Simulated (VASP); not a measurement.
Output of a VASP run:

OSZICAR:
```
...
  14 F= -.32915460E+03 E0= -.32915456E+03  d E =-.857790E-02  mag=     3.0000
       N       E                     dE             d eps       ncg     rms          rms(c)
DAV:   1    -0.329154603098E+03   -0.10316E-04   -0.63791E-04   768   0.510E-02    0.897E-03
RMM:   2    -0.329154604264E+03   -0.11660E-05   -0.18321E-05   371   0.963E-03    0.426E-03
RMM:   3    -0.329154604137E+03    0.12773E-06   -0.27480E-06   356   0.400E-03    0.223E-03
RMM:   4    -0.329154604146E+03   -0.97098E-08   -0.33801E-07   187   0.189E-03
  15 F= -.32915460E+03 E0= -.32915457E+03  d E =-.858323E-02  mag=     3.0000
       N       E                     dE             d eps       ncg     rms          rms(c)
DAV:   1    -0.329158086751E+03   -0.34826E-02   -0.38019E-01   656   0.125E+00    0.224E-01
RMM:   2    -0.329159192517E+03   -0.11058E-02   -0.13610E-02   640   0.263E-01    0.106E-01
RMM:   3    -0.329159348018E+03   -0.15550E-03   -0.29093E-03   661   0.124E-01    0.544E-02
RMM:   4    -0.329159379949E+03   -0.31931E-04   -0.58085E-04   697   0.582E-02    0.355E-02
RMM:   5    -0.329159392262E+03   -0.12313E-04   -0.95877E-05   603   0.243E-02    0.155E-02
RMM:   6    -0.329159394862E+03   -0.25996E-05   -0.25805E-05   423   0.119E-02
  16 F= -.32915939E+03 E0= -.32915936E+03  d E =-.479072E-02  mag=     3.0000
       N       E                     dE             d eps       ncg     rms          rms(c)
DAV:   1    -0.329159475376E+03   -0.83113E-04   -0.14170E-02   720   0.242E-01    0.436E-02
RMM:   2    -0.329159518304E+03   -0.42929E-04   -0.51935E-04   640   0.513E-02    0.207E-02
RMM:   3    -0.329159525491E+03   -0.71867E-05   -0.11606E-04   645   0.243E-02    0.109E-02
RMM:   4    -0.329159526550E+03   -0.10590E-05   -0.19603E-05   396   0.112E-02
  17 F= -.32915953E+03 E0= -.32915949E+03  d E =-.492240E-02  mag=     3.0000
       N       E                     dE             d eps       ncg     rms          rms(c)
DAV:   1    -0.329160167503E+03   -0.64201E-03   -0.23017E-01   656   0.970E-01    0.184E-01
RMM:   2    -0.329160956049E+03   -0.78855E-03   -0.95485E-03   640   0.216E-01    0.833E-02
RMM:   3    -0.329161036915E+03   -0.80866E-04   -0.19392E-03   650   0.102E-01    0.432E-02
RMM:   4    -0.329161061214E+03   -0.24299E-04   -0.43340E-04   706   0.480E-02    0.292E-02
RMM:   5    -0.329161066207E+03   -0.49937E-05   -0.67060E-05   560   0.195E-02
  18 F= -.32916107E+03 E0= -.32916103E+03  d E =-.153966E-02  mag=     3.0000
       N       E                     dE             d eps       ncg     rms          rms(c)
DAV:   1    -0.329161197740E+03   -0.13653E-03   -0.13947E-02   688   0.240E-01    0.451E-02
RMM:   2    -0.329161244980E+03   -0.47240E-04   -0.57427E-04   640   0.524E-02    0.200E-02
RMM:   3    -0.329161248429E+03   -0.34483E-05   -0.10798E-04   637   0.242E-02    0.102E-02
RMM:   4    -0.329161249217E+03   -0.78821E-06   -0.20996E-05   377   0.112E-02
  19 F= -.32916125E+03 E0= -.32916122E+03  d E =-.172267E-02  mag=     3.0000
       N       E                     dE             d eps       ncg     rms          rms(c)
DAV:   1    -0.329161687675E+03   -0.43925E-03   -0.50611E-02   648   0.454E-01    0.963E-02
RMM:   2    -0.329161872344E+03   -0.18467E-03   -0.21867E-03   640   0.105E-01    0.395E-02
RMM:   3    -0.329161891168E+03   -0.18823E-04   -0.42541E-04   647   0.492E-02    0.195E-02
RMM:   4    -0.329161897279E+03   -0.61115E-05   -0.97509E-05   653   0.233E-02
  20 F= -.32916190E+03 E0= -.32916186E+03  d E =-.648063E-03  mag=     3.0000
```

**OUTCAR**
```
------------------------ aborting loop because EDIFF is reached ----------------------------------------
  FORCE on cell =-STRESS in cart. coord.  units (eV):
  Direction    XX          YY          ZZ          XY          YZ          ZX
  --------------------------------------------------------------------------------------
  Total        2.2131062      2.2093928      2.2160484     -3.7294137      3.7116058     -3.7232430
  in kB        2.7102497      2.7057021      2.7138528     -4.5671746      4.5453663     -4.5596176
  external PRESSURE =       2.7099349 kB  Pullay stress =       0.0000000 kB
  volume of cell :     1308.29
      direct lattice vectors                 reciprocal lattice vectors
    10.937074700  0.000000000  0.000000000     0.091432127  0.000000000  0.000000000
     0.000000000 10.937074700  0.000000000     0.000000000  0.091432127  0.000000000
     0.000000000  0.000000000 10.937074700     0.000000000  0.000000000  0.091432127
 POSITION                                       TOTAL-FORCE (eV/Angst)
 -----------------------------------------------------------------------------------
      5.47201     10.92722     10.92830         0.004441      0.000548      0.003543
      6.85217      1.35288      1.35399         0.001882     -0.000408     -0.001313
      8.21615      2.71986     10.91921        -0.004747      0.002965      0.001996
      9.58314      4.08374      1.35382         0.002034     -0.003296     -0.001670
      8.21624     10.91849      2.72134        -0.008729      0.000380      0.009614
      9.58321      1.35328      4.08583         0.000622     -0.002493     -0.008968
      0.00122     10.93461     10.93537         0.010498     -0.011400     -0.009454
      1.39664      1.35657      1.35748        -0.007187     -0.002213     -0.000325
      2.75646      2.74749      0.00608         0.010131      0.011098      0.000870
      4.15100      4.08184      1.40890         0.002125      0.001286     -0.001757
      5.47386      5.46194      0.01118        -0.001172      0.001248      0.004979
      6.85465      6.78410      1.40861        -0.005758     -0.006171     -0.002122
      8.18848      8.17945      0.00622        -0.009172     -0.007204      0.000202
      9.57918      9.53964      1.35786         0.003974      0.005543     -0.004152
      2.75678      0.00470      2.74819         0.005192      0.004411      0.009634
      4.15135      1.40745      4.08208         0.002433     -0.001832      0.006941
      5.56470      2.74647      2.74745         0.004484      0.007871      0.003643
      8.18919      5.37024      2.74717        -0.004620     -0.000740      0.010496
      9.52808      6.78422      4.08223        -0.001606     -0.008292      0.002578
      5.47433      0.01027      5.46273        -0.003926      0.008773      0.003440
      6.85453      1.40805      6.78551        -0.004428     -0.005416     -0.002371
      8.18917      2.74700      5.37202        -0.003262      0.008930     -0.001625
      9.52806      4.08200      6.78605        -0.000368      0.002454     -0.004695
      8.18842      0.00470      8.17994        -0.007885      0.006806     -0.004344
      9.57930      1.35669      9.54009         0.000664     -0.004430      0.005075
      0.00869      5.46390     10.92834         0.001159     -0.004376     -0.000513
      1.40487      6.80840      1.41350         0.007322      0.000689      0.008032
      2.73057      8.20509      0.02900        -0.002098      0.004673      0.006573
      4.12793      9.53095      1.41384        -0.002946     -0.011234      0.001817
      0.01780      2.72006      2.72113        -0.001924      0.001561      0.002925
      1.37405      4.09462      4.09571        -0.003999     -0.000974     -0.000030
      2.82335      5.45822      2.82822         0.006058      0.006008      0.000827
      4.24454      6.69159      4.37882        -0.001547     -0.001220      0.004093
      5.47782      8.11172      2.82807        -0.001479     -0.003250     -0.000593
      6.84124      9.56140      4.09613         0.003414      0.003742     -0.004563
      0.00882     10.92712      5.46522        -0.002063     -0.001062     -0.003007
      1.40495      1.41245      6.80954         0.009151      0.007330     -0.000112
      2.82370      2.82659      5.45905         0.004622      0.001141      0.002737
      4.24446      4.37729      6.69243         0.002054      0.014976     -0.003495
      6.55824      6.69120      6.69269        -0.007943      0.000267     -0.001101
      8.10892      8.11143      5.45948         0.002274     -0.000879      0.003038
      9.52348      9.53079      6.80960        -0.006600     -0.009848     -0.002418
      2.73081      0.02813      8.20664        -0.002547      0.007576      0.001018
      4.12774      1.41280      9.53229        -0.002594      0.005506     -0.008157
      5.47771      2.82688      8.11339        -0.003980      0.001754     -0.007304
      6.84097      4.09435      9.56277         0.005757      0.001683      0.008381
      8.10877      5.45842      8.11387        -0.000377      0.005691     -0.004345
      9.52367      6.80863      9.53232        -0.010873     -0.000849     -0.006644
     10.93062      8.17911      2.74839         0.001587     -0.005101      0.009659
      1.38409      9.55197      4.09572         0.005747     -0.008827      0.000132
     10.92557      5.46214      5.46288        -0.004209     -0.000168      0.002314
      1.35123      6.84223      6.84310         0.006416     -0.000664     -0.003114
      2.74267      8.19383      5.48692         0.000840     -0.001535      0.003567
      4.09381      9.58535      6.84337         0.002900     -0.008008     -0.004761
     10.93068      2.74738      8.17997         0.001600      0.011906     -0.006359
      1.38403      4.09456      9.55279         0.004963      0.000794     -0.007220
...
```
(Selected blocks of OUTCAR.)

**POSCAR**
```
CSi62
1
   10.9370747000     0.0000000000     0.0000000000
    0.0000000000    10.9370747000     0.0000000000
   -0.0000000000    -0.0000000000    10.9370747000
Si C
62 1
Direct
  0.5000000000   0.0000000000   0.0000000000
  0.6250000000   0.1250000000   0.1250000000
  0.7500000000   0.2500000000   0.0000000000
  0.8750000000   0.3750000000   0.1250000000
  0.7500000000   0.0000000000   0.2500000000
  0.8750000000   0.1250000000   0.3750000000
  0.0000000000   0.0000000000   0.0000000000
  0.1250000000   0.1250000000   0.1250000000
  0.2500000000   0.2500000000   0.0000000000
  0.3750000000   0.3750000000   0.1250000000
  0.5000000000   0.5000000000   0.0000000000
  0.6250000000   0.6250000000   0.1250000000
  0.7500000000   0.7500000000   0.0000000000
  0.8750000000   0.8750000000   0.1250000000
  0.2500000000   0.0000000000   0.2500000000
  0.3750000000   0.1250000000   0.3750000000
  0.4990640000   0.2524940000   0.2524370000
  0.7480100000   0.4971420000   0.2497350000
  0.8750000000   0.6250000000   0.3750000000
  0.5000000000   0.0000000000   0.5000000000
  0.6250000000   0.1250000000   0.6250000000
  0.7470620000   0.2510900000   0.4997800000
  0.8750000000   0.3750000000   0.6250000000
  0.7500000000   0.0000000000   0.7500000000
  0.8750000000   0.1250000000   0.8750000000
  0.0000000000   0.5000000000   0.0000000000
  0.1250000000   0.6250000000   0.1250000000
  0.2500000000   0.7500000000   0.0000000000
  0.3750000000   0.8750000000   0.1250000000
  0.0000000000   0.2500000000   0.2500000000
  0.1250000000   0.3750000000   0.3750000000
  0.2500000000   0.5000000000   0.2500000000
  0.3750000000   0.6250000000   0.3750000000
  0.5000000000   0.7500000000   0.2500000000
  0.6250000000   0.8750000000   0.3750000000
  0.0000000000   0.0000000000   0.5000000000
  0.1250000000   0.1250000000   0.6250000000
  0.2500000000   0.2500000000   0.5000000000
  0.3750000000   0.3750000000   0.6250000000
  0.6250000000   0.6250000000   0.6250000000
  0.7500000000   0.7500000000   0.5000000000
  0.8750000000   0.8750000000   0.6250000000
  0.2500000000   0.0000000000   0.7500000000
  0.3750000000   0.1250000000   0.8750000000
  0.5000000000   0.2500000000   0.7500000000
  0.6250000000   0.3750000000   0.8750000000
  0.7500000000   0.5000000000   0.7500000000
  0.8750000000   0.6250000000   0.8750000000
  0.0000000000   0.7500000000   0.2500000000
  0.1250000000   0.8750000000   0.3750000000
  0.0000000000   0.5000000000   0.5000000000
  0.1250000000   0.6250000000   0.6250000000
  0.2500000000   0.7500000000   0.5000000000
  0.3750000000   0.8750000000   0.6250000000
  0.0000000000   0.2500000000   0.7500000000
  0.1250000000   0.3750000000   0.8750000000
  0.2500000000   0.5000000000   0.7500000000
  0.3750000000   0.6250000000   0.8750000000
  0.5000000000   0.7500000000   0.7500000000
  0.6250000000   0.8750000000   0.8750000000
  0.0000000000   0.7500000000   0.7500000000
  0.1250000000   0.8750000000   0.8750000000
  0.5029170000   0.4955220000   0.5004610000
```

Reconstruct the remaining input files.

This is not unique; one that fits is the input of the run itself, PBE GGA, plane waves, VASP's PBE PAW potentials (set 64).

**INCAR**
```
SYSTEM = CSi62
PREC = Normal
ENCUT = 400
EDIFF = 1E-5
NELM = 100
ALGO = Fast
LREAL = Auto
LASPH = .TRUE.
ISMEAR = 0
SIGMA = 0.05
GGA = PE
LWAVE = .TRUE.
LCHARG = .FALSE.
NELMIN = 4
ISYM = 0
NELECT = 253.0
ISPIN = 2
NUPDOWN = 3
MAGMOM = 63*0.0476
LORBIT = 10
IBRION = 2
ISIF = 2
NSW = 70
EDIFFG = -0.03
```

### KPOINTS
```
Automatic mesh
0
Gamma
1 1 1
0 0 0
```

POTCAR, in this order: Si C (PBE.64 set). Program: vasp_gam.

At this cut-off the stress carries a Pulay error, which pulls relaxed volumes low. The cell is charged, with a uniform compensating background. The supercell is sampled at Γ alone, which is coarse: total energies, pressure and levels can be off, energies of defects by several tenths of an eV.

The cell is a supercell with a defect, built from Si (diamond): C_Si-vac_Si, charge -1.
